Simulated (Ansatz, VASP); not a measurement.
# GeBr2: VASP beside Ansatz, part 2 of 3

Wanted: the spread between two codes on one cell, functional and k mesh. The cell is generated by rule, not measured, and may not be a known phase. The cell is taken from a series of runs on this material, whose earlier steps may have relaxed, scaled, displaced or heated it; both programs get it as it stands.

VASP 6.6.1 and Ansatz 0.2.0.

So far: The starting structure; VASP: relaxation of cell and atoms, PBEsol, pair 1.

**3. Ansatz: relaxation of cell and atoms, PBEsol, pair 1**

Level of this step: Ansatz beside VASP: Kohn-Sham DFT, plane waves, PBEsol (Ansatz).

Ansatz runs on its default PAW (the set named soft_2) files.

The same cell, functional and mesh now go to Ansatz, which takes its cutoff from its data sets.

input.yaml

```yaml
crystal:
  lattice:
    - [3.882963809, 0.0, 0.0]
    - [0.0, 7.1156329279, 0.0]
    - [0.0, 0.0, 6.7871034582]
  atoms:
    - { symbol: Ge, position: [0.0, 0.5, 0.0788834768] }
    - { symbol: Ge, position: [0.5, 0.0, 0.9211165232] }
    - { symbol: Br, position: [0.0, 0.249220251, 0.764189591] }
    - { symbol: Br, position: [0.5, 0.749220251, 0.235810409] }
    - { symbol: Br, position: [0.0, 0.750779749, 0.764189591] }
    - { symbol: Br, position: [0.5, 0.250779749, 0.235810409] }
kpoints:
  mp_grid: { grid: [6, 4, 4] }
hamiltonian:
  xc: pbesol
scf:
  occupations: { method: fixed }
output:
  forces: true
  stress: true
  eigenvalues: true
relax:
  adjacent_minimum: "off"
  f_tol: 0.001
  max_steps: 60
  cell: { stress_tol: 0.01 }
```

Run with:

```bash
> ansatz run input.yaml --threads 4 --pin off --max-ram 7168MiB --backend cpu --events-out ev --progress --plain --runs-dir out
```

Numbers of over 12 decimals in the logs are rounded to 6 here.

Log:

```text
Engine: ansatz 0.2.0, aarch64-unknown-linux-gnu
Pseudopotentials: kind: paw
Pseudopotential: Ge, paw, valence charge 14, recommended cutoff 420 eV (normal), Ge.paw.azcp
Pseudopotential: Br, paw, valence charge 7, recommended cutoff 420 eV (normal), Br.paw.azcp
Functional definition: PBEsol
  exchange = pbesol_x
  correlation = pbesol_c
Crystal: 6 atoms, lattice volume = 187.526 Å³
Basis set: ecut = 420 eV, 3693 PW (Γ), exchange–correlation on 54×96×96 points (8 copies of the dense FFT grid, shifted against one another)
Bands: 34, of which v1, the nominal top of the filled ones, is band 28 counted from 1 (27 counted from 0)
Symmetry: 8 space group operations
Space group: Pmmn (ITA 59), of the structure as read, at distance tolerance 5.7e-5 Å
k-points: 36 of 96
Non-local potential: Ge, projectors of the file, l = 0: 2, l = 1: 2, l = 2: 3, l = 3: 1
Non-local potential: Br, projectors of the file, l = 0: 2, l = 1: 2, l = 2: 2
PAW form: soft (Blöchl's): semilocal exchange-correlation on the pseudo side does not see the compensation charge
PAW frozen core: Ge, regenerated for the run's functional, and the local potential with it (the file was generated under x = pbe(κ = 0.804, μ = 0.219515), c = pbe(β = 0.066725))
PAW frozen core: Br, regenerated for the run's functional, and the local potential with it (the file was generated under x = pbe(κ = 0.804, μ = 0.219515), c = pbe(β = 0.066725))
PAW one-centre angular grid: Ge, 590 points (default); XC on 64 Gauss nodes
PAW one-centre angular grid: Br, 110 points (default); XC on 64 Gauss nodes
Initial density: superposition of atomic densities (neutral atoms: chi_scale 0, normalization atom), corrected by the library's trained network
Initial wavefunctions: pseudopotential atomic-orbital guess
Functional: x = pbesol(κ = 0.804, μ = 0.123457), c = pbesol(β = 0.046)
SCF iter   1: F=—  HF=-19455.708032 eV  |F-HF|=—  |Δ(HF+E_count)|=         —  Δρ=2.48e-3  dr2=1.57e-2  ethr=1.77e-3  ⟨swp⟩=5.1  Hψ=4728  notcnv=0  defer=133
preconditioner: auto → Resta (q_TF=auto, 2.231 Å⁻¹)  ε∞=4.3  [insulator: Δε(μ)=1.679 eV  Ē_g=8.939 eV  n_scr=38 (ndim 8)  ℏωp=16.3 eV  f_vac=0.128  ε∞_Penn≈4.3]
SCF iter   2: F=—  HF=-19455.705296 eV  |F-HF|=—  |Δ(HF+E_count)|=   2.74e-3  Δρ=1.25e-3  dr2=3.40e-3  ethr=2.80e-5  ⟨swp⟩=2.2  Hψ=2164  notcnv=0  defer=144
SCF iter   3: F=—  HF=-19455.705920 eV  |F-HF|=—  |Δ(HF+E_count)|=   6.25e-4  Δρ=3.06e-4  dr2=2.07e-4  ethr=6.07e-6  ⟨swp⟩=2.0  Hψ=1703  notcnv=0  defer=144
SCF iter   4: F=—  HF=-19455.706083 eV  |F-HF|=—  |Δ(HF+E_count)|=   1.62e-4  Δρ=8.71e-5  dr2=1.70e-5  ethr=3.70e-7  ⟨swp⟩=2.0  Hψ=2156  notcnv=0  defer=141
SCF iter   5: F=—  HF=-19455.706125 eV  |F-HF|=—  |Δ(HF+E_count)|=   4.22e-5  Δρ=3.67e-5  dr2=2.75e-6  ethr=3.04e-8  ⟨swp⟩=2.0  Hψ=2166  notcnv=0  defer=102
SCF iter   6: F=—  HF=-19455.706130 eV  |F-HF|=—  |Δ(HF+E_count)|=   4.97e-6  Δρ=1.13e-5  dr2=3.34e-7  ethr=4.90e-9  ⟨swp⟩=2.0  Hψ=2156  notcnv=0  defer=103
SCF iter   7: F=-19455.706131 eV  HF=-19455.706131 eV  |F-HF|=4.90e-8  |Δ(HF+E_count)|=   1.21e-6  Δρ=2.07e-6  dr2=1.24e-8  ethr=1.79e-10  ⟨swp⟩=11.6  Hψ=6581  notcnv=0
SCF 1 converged in 7 iterations: F = -19455.706131 eV  dr2 = 1.24e-8
  greatest PAW one-centre occupation: 0.998 electrons in one spin orbital (limit 2), on the Ge atom at site 1 (counted from 0), in its partial waves of l = 2
relax step   1: F+E_penalty+E_count = -19455.70613103 eV  Δ(F+E_penalty+E_count) = +0.000e0 eV  max|allowed force component| = 7.587e-4 eV/Å  Δτ_max = 0.0000 Å  P = +0.002 GPa  Ω = 187.526 Å³  (7 SCF iters, dr2 threshold 1.00e-7 eV, accepted)
Initial density: handed on by an earlier stage of this run
Initial wavefunctions: pseudopotential atomic-orbital guess (no wavefunctions were taken with the density)
iter 1 solved again at ethr=1.18e-7 eV; its pass at ethr=3.10e-3 eV (dr2=6.62e-5 eV) is discarded
SCF iter   1: F=—  HF=-19455.706101 eV  |F-HF|=—  |Δ(HF+E_count)|=         —  Δρ=2.19e-6  dr2=1.34e-8  ethr=1.18e-7  ⟨swp⟩=4.4  Hψ=8536  notcnv=0  defer=144
eigensolver tolerance schedule: the retry pair's looser diagonalisation over-reported the residual by 4937.80 of it (diagonalisation noise at 0.23 of the residual, at the tolerance the schedule requests for it); recorded, not acted on — ethr = c·dr2/N_el stays at c = 1.0e-1
preconditioner: auto → Resta (q_TF=auto, 2.231 Å⁻¹)  ε∞=4.3  [insulator: Δε(μ)=1.710 eV  Ē_g=8.964 eV  n_scr=38 (ndim 8)  ℏωp=16.3 eV  f_vac=0.125  ε∞_Penn≈4.3]
SCF iter   2: F=—  HF=-19455.706131 eV  |F-HF|=—  |Δ(HF+E_count)|=   3.00e-5  Δρ=1.42e-6  dr2=6.02e-9  ethr=2.39e-11  ⟨swp⟩=3.4  Hψ=3006  notcnv=0  defer=140
SCF iter   3: F=—  HF=-19455.706131 eV  |F-HF|=—  |Δ(HF+E_count)|=   2.74e-8  Δρ=5.05e-7  dr2=6.60e-10  ethr=1.08e-11  ⟨swp⟩=2.0  Hψ=1737  notcnv=0  defer=140
SCF iter   4: F=—  HF=-19455.706131 eV  |F-HF|=—  |Δ(HF+E_count)|=   2.37e-9  Δρ=2.21e-7  dr2=5.23e-11  ethr=1.18e-12  ⟨swp⟩=2.0  Hψ=1759  notcnv=0  defer=140
SCF iter   5: F=—  HF=-19455.706131 eV  |F-HF|=—  |Δ(HF+E_count)|=  9.82e-11  Δρ=4.64e-8  dr2=3.43e-12  ethr=1.00e-12  ⟨swp⟩=1.4  Hψ=1204  notcnv=0  defer=140
SCF iter   6: F=-19455.706131 eV  HF=-19455.706131 eV  |F-HF|=0.00e0  |Δ(HF+E_count)|=  3.64e-12  Δρ=1.20e-8  dr2=2.78e-13  ethr=1.00e-12  ⟨swp⟩=12.5  Hψ=7458  notcnv=0
SCF 2 converged in 6 iterations: F = -19455.706131 eV  dr2 = 2.78e-13
relax step   2: F+E_penalty+E_count = -19455.70613104 eV  Δ(F+E_penalty+E_count) = -8.375e-9 eV  max|allowed force component| = 7.348e-4 eV/Å  Δτ_max = 0.0000 Å  P = +0.002 GPa  Ω = 187.526 Å³  stress off target by 5.75e-3 GPa  SCF on the basis re-selected at this cell (its energy is not comparable with the rows above)  (6 SCF iters)
basis re-selected at this cell: Δ(F+E_penalty+E_count) = -8.375e-9 eV, ΔP = +0.000 GPa vs the last step (what re-selecting the basis moved, of the pressure what is left beyond the Pulay correction that the steps carried, after the strain that the cell walked since its last selection, with what the two solves' SCF thresholds leave and, on support functions, any second-order correction that the steps lacked; it is no m [...]
SCF converged after 6 iterations
Free energy (F): -19455.706131 eV
Harris-Foulkes:  -19455.706131 eV  (|F-HF|=0.00e0)
Internal energy: -19455.706131 eV  (E = F + TS)
E sigma→0 (E₀):  -19455.706131 eV
Fermi energy:    3.030542 eV
--- Per-component energies (eV) ---
  E_band       = -508.275535
  E_kinetic    = 748.159180
  E_local      = -7256.013104  (includes V_loc(G=0)·N_el)
  E_nonlocal   = 1108.873721
  E_hartree    = 3037.870279
  E_xc         = -1192.776094
  E_vxc        = -539.982647  (∫ρ·V_xc dr)
  E_paw        = -12754.679324  (= ΣΔE_a)
  E_vpaw       = -645.053888  (= ΣTr[D̂ρ^β])
  E_aug_tail   = 0.000644  (compensation charges beyond the density's cutoff)
  E_ewald      = -3149.346387
  E_core_change = 2.204954  (= ΣΔE_core)
  E_smearing   = -0.000000  (= −TS)
  E_closure    = -0.000000  (closes the sum)
  Σ components = -19455.706131   (vs F -19455.706131, Δ=0.00e0)
--- Forces (eV/Å), atoms counted from 1 ---
  atom   1  Ge     0.00000000     0.00000000     0.00073480
  atom   2  Ge     0.00000000     0.00000000    -0.00073480
  atom   3  Br     0.00000000     0.00031783    -0.00023202
  atom   4  Br     0.00000000     0.00031783     0.00023202
  atom   5  Br     0.00000000    -0.00031783    -0.00023202
  atom   6  Br     0.00000000    -0.00031783     0.00023202
  max |Σ_I F_I| component: 1.39e-17 eV/Å
--- Stress (GPa, compression-positive) ---
        0.005746       0.000000       0.000000
        0.000000      -0.003287       0.000000
        0.000000       0.000000       0.003764
  P = ⅓ Tr σ = 0.0021 GPa (0.021 kbar)
--- Band table (eV; the first three rows and the last of 36) ---
  k-point 0: bands = [... 24 lower, 1.9545, 2.1438, 2.1702, 2.1754, 4.7756, 6.1312, 6.4712, 6.6969, ... 2 higher]
  k-point 1: bands = [... 24 lower, 2.0281, 2.0906, 2.1306, 2.1405, 4.7566, 6.1250, 6.5112, 7.0633, ... 2 higher]
  k-point 2: bands = [... 24 lower, 2.0248, 2.0991, 2.1513, 2.3098, 4.7401, 6.1198, 6.5527, 7.1005, ... 2 higher]
  k-point 35: bands = [... 24 lower, 1.4074, 1.4074, 2.3729, 2.3729, 5.9732, 5.9732, 6.7912, 6.7912, ... 2 higher]
--- Relaxed structure (1 steps of the walk, 1 accepted, 1 SCFs on fresh bases) ---
  F+E_penalty+E_count = -19455.70613104 eV   max|allowed force component| = 7.348e-4 eV/Å   (the final SCF, on the basis selected at the relaxed cell)
  cell:  # Å, volume = 187.5259 Å³
    - [3.882963809, 0.0, 0.0]
    - [0.0, 7.1156329279, 0.0]
    - [0.0, 0.0, 6.7871034582]
  atoms:
    - { symbol: Ge, position: [0.0, 0.5, 0.0788834768] }
    - { symbol: Ge, position: [0.5, 0.0, 0.921117] }
    - { symbol: Br, position: [0.0, 0.249220, 0.764190] }
    - { symbol: Br, position: [0.5, 0.749220251, 0.235810] }
    - { symbol: Br, position: [0.0, 0.750780, 0.764190] }
    - { symbol: Br, position: [0.5, 0.250779749, 0.235810] }
```

In the SCF lines HF is the Harris–Foulkes energy and dr2 the Hartree energy of the density residual, in eV; the loop may stop once dr2 is under the threshold and the program's other checks hold. Hψ counts applications of the Hamiltonian.

**4. Comparison**

Known differences besides the potentials themselves: fixed occupations in Ansatz, narrow Gaussian smearing in VASP; the cutoff is 420 eV in Ansatz and 500 eV in VASP; Ansatz makes its cores anew for this functional, VASP keeps those of its PBE data sets; Ansatz adds a Pulay correction to the stress that steers its cell, VASP none. Total energies have different zeros and are not compared.

Compared:

```
                                         quantity  Ansatz    VASP  difference
                                      volume (Å³)  187.53  187.56     -0.02 %
edge a after relaxation, in the typed setting (Å)   3.883   3.883     -0.01 %
edge b after relaxation, in the typed setting (Å)   7.116   7.116     -0.01 %
edge c after relaxation, in the typed setting (Å)   6.787   6.788     -0.01 %
```

**5. Ansatz: relaxation of cell and atoms, PBEsol, pair 2**

The relaxed volume is the usual yardstick between codes: in a stiff, nearly cubic crystal its relative difference is about their pressure difference at one cell divided by the bulk modulus.

The cell is taken from a series of runs on this material, whose earlier steps may have relaxed, scaled, displaced or heated it; both programs get it as it stands.

input.yaml, the sections that differ from step 3:

```yaml
crystal:
  lattice:
    - [3.56132474, -3.7466883397, 0.0]
    - [3.56132474, 3.7466883397, 0.0]
    - [0.0, 0.0, 6.9290143368]
  atoms:
    - { symbol: Ge, position: [0.1470307815, 0.8529692185, 0.25] }
    - { symbol: Ge, position: [0.8529692185, 0.1470307815, 0.75] }
    - { symbol: Br, position: [0.2422247448, 0.2422247448, 0.5] }
    - { symbol: Br, position: [0.7577752552, 0.7577752552, 0.0] }
    - { symbol: Br, position: [0.2422247448, 0.2422247448, 0.0] }
    - { symbol: Br, position: [0.7577752552, 0.7577752552, 0.5] }
kpoints:
  mp_grid: { grid: [6, 6, 4] }
# hamiltonian, scf, output, relax: as in step 3
```

Log:

```text
[...]
Crystal: 6 atoms, lattice volume = 184.910 Å³
Basis set: ecut = 420 eV, 3621 PW (Γ), exchange–correlation on 72×72×96 points (8 copies of the dense FFT grid, shifted against one another)
Bands: 34, of which v1, the nominal top of the filled ones, is band 28 counted from 1 (27 counted from 0)
Symmetry: 8 space group operations
[...]
k-points: 39 of 144
[...]
- [3.56132474, -3.7466883397, 0.0]
    - [3.56132474, 3.7466883397, 0.0]
    - [0.0, 0.0, 6.9290143368]
  atoms:
    - { symbol: Ge, position: [0.147031, 0.8529692185, 0.250000] }
    - { symbol: Ge, position: [0.8529692185, 0.147031, 0.750000] }
    - { symbol: Br, position: [0.242225, 0.242225, 0.500000] }
    - { symbol: Br, position: [0.757775, 0.757775, 0.0] }
    - { symbol: Br, position: [0.242225, 0.242225, 0.0] }
    - { symbol: Br, position: [0.757775, 0.757775, 0.500000] }
[key lines of the parts left out:]
SCF converged after 7 iterations
Free energy (F): -19455.472027 eV
Fermi energy:    2.882470 eV
P = ⅓ Tr σ = -0.0024 GPa (-0.024 kbar)
```

**6. VASP: relaxation of cell and atoms, PBEsol, pair 2**

The same cell, functional and mesh now go to VASP, with its own data sets.

INCAR

```
SYSTEM = GeBr2
PREC = Accurate
ENCUT = 500
EDIFF = 1E-07
NELM = 120
ISMEAR = 0
SIGMA = 0.01
LREAL = .FALSE.
ALGO = Normal
GGA = PS
NBANDS = 34
LORBIT = 11
LWAVE = .FALSE.
LCHARG = .FALSE.
ISIF = 3
IBRION = 2
NSW = 80
EDIFFG = -0.005
LASPH = .TRUE.
GGA_COMPAT = .FALSE.
NELMIN = 4
EFERMI = MIDGAP
KPAR = 2
```

POSCAR

```
GeBr2
1.0
    3.5613250000     -3.7466880000      0.0000000000
    3.5613250000      3.7466880000      0.0000000000
    0.0000000000      0.0000000000      6.9290140000
Ge Br
2 4
Direct
    0.1470307909      0.8529692091      0.2500000722
    0.8529692091      0.1470307909      0.7500000722
    0.2422247338      0.2422247338      0.5000000000
    0.7577752662      0.7577752662      0.0000000000
    0.2422247338      0.2422247338      0.0000000000
    0.7577752662      0.7577752662      0.5000000000
```

KPOINTS

```
Automatic mesh
0
Gamma
6 6 4
0 0 0
```

PAW data sets: Ge_d and Br (PBE family, release 64).

Run with:

```bash
> mpirun -np 2 vasp_std
```

Log:

```text
[banner, memory and clock lines left out]
running    2 mpi-ranks, on    1 nodes
[...]
[... a notice as in an earlier step ...]

 LDA part: xc-table for (Slater+PW92), standard interpolation
 POSCAR, INCAR and KPOINTS ok, starting setup
[...]
entering main loop
       N       E                     dE             d eps       ncg     rms          rms(c)
DAV:   1     0.562282411118E+03    0.56228E+03   -0.25397E+04  3292   0.256E+03
DAV:   2     0.804426469226E+02   -0.48184E+03   -0.46970E+03  2884   0.697E+02
DAV:   3    -0.146286309944E+02   -0.95071E+02   -0.91970E+02  3328   0.185E+02
DAV:   4    -0.202379130940E+02   -0.56093E+01   -0.55762E+01  2916   0.539E+01
[...]
DAV:  13    -0.198436750107E+02   -0.63562E-05   -0.86462E-06  2768   0.158E-02    0.207E-03
DAV:  14    -0.198436757318E+02   -0.72111E-06   -0.14520E-06  2924   0.514E-03    0.135E-03
DAV:  15    -0.198436757695E+02   -0.37699E-07   -0.23365E-07  2194   0.251E-03
   1 F= -.19843676E+02 E0= -.19843676E+02  d E =-.198437E+02
[... from here on, the cycles between the ionic steps are left out ...]
   2 F= -.19843715E+02 E0= -.19843715E+02  d E =-.396105E-04
   3 F= -.19843716E+02 E0= -.19843716E+02  d E =-.405973E-04
   4 F= -.19843748E+02 E0= -.19843748E+02  d E =-.317466E-04
   5 F= -.19843819E+02 E0= -.19843819E+02  d E =-.102913E-03
   6 F= -.19843854E+02 E0= -.19843854E+02  d E =-.137826E-03
   7 F= -.19843859E+02 E0= -.19843859E+02  d E =-.142618E-03
[...]
reached required accuracy - stopping structural energy minimisation
```

Parts of OUTCAR (step 6):

```text
  Total       -0.0230645      0.0187492      0.0238451      0.0000000     -0.0000000      0.0000000
  in kB       -0.2007192      0.1631647      0.2075120      0.0000000     -0.0000000      0.0000000
  external PRESSURE =       0.0566525 kB  Pullay stress =       0.0000000 kB

 POSITION                                       TOTAL-FORCE (eV/Angst)
 -----------------------------------------------------------------------------------
      3.55681      2.63011      1.73170        -0.000000     -0.004575      0.000000
      3.55681     -2.63011      5.19509        -0.000000      0.004575      0.000000
      1.72726     -0.00000      3.46339        -0.004613     -0.000000      0.000000
      5.38636      0.00000      0.00000         0.004613     -0.000000      0.000000
      1.72726      0.00000      0.00000        -0.004613     -0.000000      0.000000
      5.38636     -0.00000      3.46339         0.004613     -0.000000      0.000000
 -----------------------------------------------------------------------------------
    total drift:                                0.000000      0.000000      0.000256

  FREE ENERGIE OF THE ION-ELECTRON SYSTEM (eV)
  ---------------------------------------------------
  free  energy   TOTEN  =       -19.8438589851 eV

  energy  without entropy=      -19.8438589851  energy(sigma->0) =      -19.84385899

[... 1 part as in an earlier step ...]

[... 3 further parts left out ...]
[key lines of the parts left out:]
E-fermi :   1.5713
```

**7. Differences**

Both answers:

```
                                         quantity  Ansatz    VASP  difference
                                      volume (Å³)  184.91  184.11     +0.44 %
edge a after relaxation, in the typed setting (Å)   5.169   5.159     +0.21 %
edge c after relaxation, in the typed setting (Å)   6.929   6.927     +0.03 %
```

(Continued in part 3 of 3.)

[Lines on the potential files, build, host, timing and source positions are cut from VASP's logs without a mark.]

[Logs are printed without paths, hosts, clocks, repeated set-up lines and the standing remarks that a program may print on its own settings, such as how far it seeks lower states.]

[Hosts, paths, dates, database ids (printed as entryN), source tags and the programs' standing remarks are cut or masked in the printed files.]
